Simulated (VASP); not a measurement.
Runs of VASP 6.6.1 on NGeClH4. The cell holds a molecule in a box, 7 atoms: a = 13.000 Å, b = 12.000 Å, c = 13.000 Å, α = 90.00°, β = 90.00°, γ = 90.00°. 

```tsv
task	level	potentials or basis	cutoff (eV)	grid for exact exchange (PRECFOCK)	screening parameter	exchange at q = 0	gap on the mesh (eV)	largest force (eV/Å)
single point	HSE06+D4	VASP PAW PBE potentials, release 64 (N_h, Ge_h, Cl_h, H_h)	900	Fast	0.2 1/A	-	6.87	0.16
electron localisation function	PBE	VASP PAW PBE potentials, release 64 (N, Ge_d, Cl, H)	520	-	-	-	5.46	(c)
single point	B3LYP+D4	VASP PAW PBE potentials, release 64 (N_h, Ge_h, Cl_h, H_h)	900	Fast	-	default	(b)	(a)
single point	r2SCAN+D3(BJ)	VASP PAW PBE potentials, release 64 (N, Ge_d, Cl, H)	520	-	-	-	6.16	0.20
atomic charges	PBE+TS	VASP PAW PBE potentials, release 64 (N, Ge_d, Cl, H)	520	-	-	-	5.46	0.35
```

Alike in all rows: no spin polarisation; cell as given; k mesh 1 × 1 × 1; smearing gaussian 0.01 eV.

Question: Fill in the values left out.

Answer: (a) 0.47; (b) 7.10; (c) 0.34.

Caveats: the PAW data sets were made with another functional, which shifts forces and pressure a little (some runs).

A k mesh can miss the band edges, and the runs leave out spin-orbit coupling on Ge.

Not every run made on this cell is shown here.
